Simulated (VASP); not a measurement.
All values below come from LDA (Ceperley-Alder, Perdew-Zunger), VASP's LDA PAW potentials (set 64) (plane waves; VASP 6.6.1).

The input files of a VASP run:

**INCAR**
```
! general
SYSTEM  =KZnF3
PREC    =Accurate
ENCUT   =520
LREAL   =.FALSE.
LASPH   =.TRUE.

! electronic loop
EDIFF   =1E-8
NELM    =100
ALGO    =Normal
LMAXMIX =4

! smearing
ISMEAR  =0
SIGMA   =0.01

! output
LWAVE   =.FALSE.
LCHARG  =.FALSE.

! other
LEPSILON=.TRUE.
```

**KPOINTS**
```
Regular mesh
0
gamma
 6 6 6
```

File POSCAR:
```
KZnF3
3.9794620
  0.9999999855   0.0000000000   0.0000000000
  0.0000000000   0.9999999855   0.0000000000
  0.0000000000   0.0000000000   0.9999999855
K Zn F
1 1 3
direct
  0.0000000000   0.0000000000   0.0000000000
  0.5000000000   0.5000000000   0.5000000000
  0.5000000000   0.0000000000   0.5000000000
  0.0000000000   0.5000000000   0.5000000000
  0.5000000000   0.5000000000   0.0000000000
```

POTCAR, in this order: K_sv Zn F (LDA.64 set). Program: vasp_std.

The resulting files:

OSZICAR:
```
...
RMM:   2    -0.285493046715E+00   -0.73598E-02   -0.30984E-02  1903   0.114E+00
RMM:   3    -0.287913128322E+00   -0.24201E-02   -0.81129E-03  2081   0.329E-01
RMM:   4    -0.288353535335E+00   -0.44041E-03   -0.16063E-03  2135   0.123E-01
RMM:   5    -0.288444571268E+00   -0.91036E-04   -0.34994E-04  2146   0.543E-02
RMM:   6    -0.288464210637E+00   -0.19639E-04   -0.90184E-05  2074   0.258E-02
RMM:   7    -0.288468630843E+00   -0.44202E-05   -0.25045E-05  1965   0.128E-02
RMM:   8    -0.288469824256E+00   -0.11934E-05   -0.39530E-06  1866   0.652E-03
RMM:   9    -0.288470117158E+00   -0.29290E-06   -0.32199E-06  1798   0.356E-03
RMM:  10    -0.288470205681E+00   -0.88523E-07    0.63579E-07  1753   0.199E-03
RMM:  11    -0.288470233307E+00   -0.27626E-07    0.53590E-07  1735   0.130E-03
RMM:  12    -0.288470240659E+00   -0.73524E-08   -0.10216E-07  1671   0.938E-04
RMM:  13    -0.288470244416E+00   -0.37564E-08   -0.39250E-07  1601   0.770E-04
RMM:  14    -0.288470245233E+00   -0.81737E-09   -0.96221E-08  1547   0.678E-04
 Linear response to external field (no local field effect), progress :
  Direction:   3
       N       E                     dE             d eps       ncg     rms          rms(c)
RMM:   1    -0.248111142809E+00   -0.24811E+00   -0.47008E-01  1674   0.468E+00
RMM:   2    -0.257175429293E+00   -0.90643E-02   -0.30788E-02  1824   0.112E+00
RMM:   3    -0.259477477706E+00   -0.23020E-02   -0.66079E-03  1969   0.298E-01
RMM:   4    -0.259880104307E+00   -0.40263E-03   -0.14014E-03  2002   0.105E-01
RMM:   5    -0.259963085061E+00   -0.82981E-04   -0.26127E-04  1975   0.440E-02
RMM:   6    -0.259980551790E+00   -0.17467E-04   -0.74719E-05  1926   0.213E-02
RMM:   7    -0.259984394362E+00   -0.38426E-05   -0.18815E-05  1757   0.106E-02
RMM:   8    -0.259985482701E+00   -0.10883E-05   -0.12487E-05  1657   0.547E-03
RMM:   9    -0.259985731646E+00   -0.24894E-06    0.17345E-06  1588   0.298E-03
RMM:  10    -0.259985804434E+00   -0.72789E-07   -0.11916E-06  1567   0.167E-03
RMM:  11    -0.259985822518E+00   -0.18083E-07    0.45031E-08  1531   0.110E-03
RMM:  12    -0.259985829074E+00   -0.65562E-08    0.13611E-07  1519   0.806E-04
RMM:  13    -0.259985831349E+00   -0.22749E-08   -0.10522E-07  1464   0.663E-04
RMM:  14    -0.259985832231E+00   -0.88214E-09   -0.33301E-08  1421   0.590E-04
 Linear response to external field, progress :
  Direction:   1
       N       E                     dE             d eps       ncg     rms          rms(c)
RMM:   1    -0.258016193406E+00   -0.25802E+00   -0.50969E-01  3417   0.455E+00
RMM:   2    -0.265373644083E+00   -0.73575E-02   -0.29487E-02  3627   0.107E+00    0.848E-01
RMM:   3    -0.254840777960E+00    0.10533E-01   -0.20384E-02  3368   0.714E-01    0.441E-01
RMM:   4    -0.258590714066E+00   -0.37499E-02   -0.10144E-02  3418   0.567E-01    0.128E-01
RMM:   5    -0.262063979117E+00   -0.34733E-02   -0.23269E-03  3807   0.244E-01    0.251E-02
RMM:   6    -0.262404629044E+00   -0.34065E-03   -0.43005E-04  3961   0.814E-02    0.230E-02
RMM:   7    -0.262693217162E+00   -0.28859E-03   -0.10172E-04  3791   0.418E-02    0.907E-03
RMM:   8    -0.262633705781E+00    0.59511E-04   -0.39420E-05  3897   0.229E-02    0.379E-03
RMM:   9    -0.262661443769E+00   -0.27738E-04   -0.12028E-05  4226   0.104E-02    0.216E-03
RMM:  10    -0.262664920262E+00   -0.34765E-05   -0.23266E-06  4086   0.464E-03    0.204E-03
RMM:  11    -0.262670441923E+00   -0.55217E-05   -0.80376E-07  4030   0.307E-03    0.458E-04
RMM:  12    -0.262674530078E+00   -0.40882E-05   -0.55037E-07  4020   0.169E-03    0.369E-04
RMM:  13    -0.262674221139E+00    0.30894E-06    0.14641E-07  3665   0.105E-03    0.108E-04
RMM:  14    -0.262674358819E+00   -0.13768E-06   -0.17989E-08  3596   0.757E-04    0.784E-05
RMM:  15    -0.262674292518E+00    0.66301E-07   -0.56834E-08  3399   0.634E-04    0.153E-05
RMM:  16    -0.262674171520E+00    0.12100E-06   -0.80552E-08  3084   0.569E-04    0.226E-05
RMM:  17    -0.262674232342E+00   -0.60823E-07    0.14986E-08  2921   0.540E-04    0.141E-05
RMM:  18    -0.262674296049E+00   -0.63707E-07    0.44598E-09  2824   0.526E-04    0.138E-06
 Linear response to external field, progress :
  Direction:   2
       N       E                     dE             d eps       ncg     rms          rms(c)
RMM:   1    -0.258005842573E+00   -0.25801E+00   -0.50958E-01  3415   0.455E+00
RMM:   2    -0.265374878494E+00   -0.73690E-02   -0.29536E-02  3622   0.107E+00    0.848E-01
RMM:   3    -0.254840305987E+00    0.10535E-01   -0.20379E-02  3369   0.713E-01    0.441E-01
RMM:   4    -0.258590163770E+00   -0.37499E-02   -0.10143E-02  3423   0.567E-01    0.128E-01
RMM:   5    -0.262063084255E+00   -0.34729E-02   -0.23277E-03  3811   0.244E-01    0.251E-02
RMM:   6    -0.262404777855E+00   -0.34169E-03   -0.43091E-04  3964   0.814E-02    0.230E-02
RMM:   7    -0.262693086742E+00   -0.28831E-03   -0.10266E-04  3801   0.419E-02    0.910E-03
RMM:   8    -0.262633492407E+00    0.59594E-04   -0.37339E-05  3902   0.229E-02    0.382E-03
RMM:   9    -0.262661432488E+00   -0.27940E-04   -0.10158E-05  4221   0.104E-02    0.215E-03
RMM:  10    -0.262665033810E+00   -0.36013E-05   -0.22134E-06  4075   0.465E-03    0.197E-03
RMM:  11    -0.262670236686E+00   -0.52029E-05   -0.60845E-07  3990   0.304E-03    0.455E-04
RMM:  12    -0.262674496606E+00   -0.42599E-05   -0.33521E-07  3978   0.171E-03    0.351E-04
RMM:  13    -0.262673802096E+00    0.69451E-06   -0.15051E-07  3624   0.108E-03    0.468E-05
RMM:  14    -0.262674080846E+00   -0.27875E-06    0.46417E-08  3492   0.785E-04    0.199E-05
RMM:  15    -0.262674142963E+00   -0.62117E-07   -0.66255E-08  3347   0.656E-04    0.101E-05
RMM:  16    -0.262674100987E+00    0.41976E-07   -0.47331E-08  3043   0.592E-04    0.244E-05
RMM:  17    -0.262674169387E+00   -0.68400E-07   -0.10269E-07  2917   0.564E-04    0.129E-05
RMM:  18    -0.262674204906E+00   -0.35519E-07   -0.13193E-07  2830   0.550E-04    0.476E-06
 Linear response to external field, progress :
  Direction:   3
       N       E                     dE             d eps       ncg     rms          rms(c)
RMM:   1    -0.258037120322E+00   -0.25804E+00   -0.50990E-01  3408   0.454E+00
RMM:   2    -0.265392121807E+00   -0.73550E-02   -0.29747E-02  3621   0.107E+00    0.848E-01
RMM:   3    -0.254861788556E+00    0.10530E-01   -0.20353E-02  3344   0.711E-01    0.441E-01
RMM:   4    -0.258604249415E+00   -0.37425E-02   -0.10126E-02  3390   0.566E-01    0.128E-01
RMM:   5    -0.262071268767E+00   -0.34670E-02   -0.22956E-03  3787   0.242E-01    0.250E-02
RMM:   6    -0.262404149984E+00   -0.33288E-03   -0.41480E-04  3937   0.797E-02    0.229E-02
RMM:   7    -0.262694095233E+00   -0.28995E-03   -0.97349E-05  3761   0.409E-02    0.903E-03
RMM:   8    -0.262634331344E+00    0.59764E-04   -0.39189E-05  3884   0.224E-02    0.372E-03
RMM:   9    -0.262661753423E+00   -0.27422E-04   -0.83776E-06  4206   0.100E-02    0.208E-03
RMM:  10    -0.262665490407E+00   -0.37370E-05   -0.51753E-07  4069   0.449E-03    0.188E-03
RMM:  11    -0.262670106771E+00   -0.46164E-05   -0.72580E-07  3985   0.291E-03    0.440E-04
RMM:  12    -0.262673991549E+00   -0.38848E-05   -0.17276E-07  3965   0.162E-03    0.256E-04
RMM:  13    -0.262673958473E+00    0.33076E-07   -0.41142E-07  3631   0.102E-03    0.547E-05
RMM:  14    -0.262674169091E+00   -0.21062E-06   -0.10088E-07  3485   0.733E-04    0.489E-05
RMM:  15    -0.262674184507E+00   -0.15416E-07   -0.14416E-07  3306   0.619E-04    0.770E-06
```

### OUTCAR
```
------------------------ aborting loop because EDIFF is reached ----------------------------------------

 HEAD OF MICROSCOPIC STATIC DIELECTRIC TENSOR (INDEPENDENT PARTICLE, excluding Hartree and local field effects)
 ------------------------------------------------------
           2.539246     0.000000     0.000000
           0.000000     2.539246     0.000000
          -0.000000     0.000000     2.539246
 ------------------------------------------------------

 MACROSCOPIC STATIC DIELECTRIC TENSOR (including local field effects in DFT)
 ------------------------------------------------------
           2.434143     0.000000    -0.000000
           0.000000     2.434143    -0.000000
           0.000000     0.000000     2.434143
 ------------------------------------------------------

 PIEZOELECTRIC TENSOR (including local field effects)  for field in x, y, z        (e  Angst)
          XX          YY          ZZ          XY          YZ          ZX
  --------------------------------------------------------------------------------
  x     0.00000     0.00000     0.00000     0.00000     0.00000     0.00000
  y     0.00000     0.00000     0.00000     0.00000     0.00000     0.00000
  z     0.00000     0.00000     0.00000     0.00000     0.00000     0.00000

 PIEZOELECTRIC TENSOR (including local field effects)  for field in x, y, z        (C/m^2)
          XX          YY          ZZ          XY          YZ          ZX
  --------------------------------------------------------------------------------
  x     0.00000     0.00000     0.00000     0.00000     0.00000     0.00000
  y     0.00000     0.00000     0.00000     0.00000     0.00000     0.00000
  z     0.00000     0.00000     0.00000     0.00000     0.00000     0.00000

 BORN EFFECTIVE CHARGES (including local field effects) (in |e|, cummulative output)
 ---------------------------------------------------------------------------------
 ion    1
    1     1.20041    -0.00000     0.00000
    2    -0.00000     1.20041     0.00000
    3     0.00000    -0.00000     1.20041
 ion    2
    1     2.27310    -0.00000    -0.00000
    2    -0.00000     2.27310    -0.00000
    3     0.00000    -0.00000     2.27310
 ion    3
    1    -0.90589     0.00000     0.00000
    2     0.00000    -1.66173     0.00000
    3     0.00000     0.00000    -0.90589
 ion    4
    1    -1.66173    -0.00000    -0.00000
    2     0.00000    -0.90589     0.00000
    3     0.00000    -0.00000    -0.90589
 ion    5
    1    -0.90589     0.00000     0.00000
    2    -0.00000    -0.90589     0.00000
    3     0.00000     0.00000    -1.66173
```
(Selected blocks of OUTCAR.)

The compound is KZnF3 in the cubic perovskite structure. It was relaxed first, which changed the volume by -5 %.
